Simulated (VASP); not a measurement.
Given:

```yaml
crystal:
  lattice:
    - [4.45333, 0.00000, 0.00000]
    - [0.00000, 4.45333, 0.00000]
    - [0.00000, 0.00000, 3.14776]
  atoms:
    - { symbol: Ir, position: [0.50000, 0.50000, 0.50000] }
    - { symbol: Ir, position: [0.00000, 0.00000, 0.00000] }
    - { symbol: O, position: [0.69117, 0.69117, 0.00000] }
    - { symbol: O, position: [0.30883, 0.30883, 0.00000] }
    - { symbol: O, position: [0.80883, 0.19117, 0.50000] }
    - { symbol: O, position: [0.19117, 0.80883, 0.50000] }
```

All values below come from LDA (Ceperley-Alder, Perdew-Zunger), VASP's LDA PAW potentials (set 64) (plane waves; VASP). Settings: 520 eV cut-off, 8×8×11 Γ-centred mesh, tetrahedra with Blöchl corrections, potentials Ir O.

Unless said otherwise, spin-orbit coupling is left out, though it shifts the bands of the heavy elements here.

Question: Estimate the energy per atom (σ→0), band gap (on the k-mesh) with the smallest direct gap where there is one.

Answer: 
```yaml
band gap (on the k-mesh): none (metal, semimetal or under 0.01 eV)
energy per atom (σ→0): -8.135 eV/atom
```

The absolute energy has meaning only against runs of the same code, potentials and settings.

The structure comes from a computed database's IrO2 entry (P4_2/mnm); how it stands against other phases isn't given here. It was relaxed first.
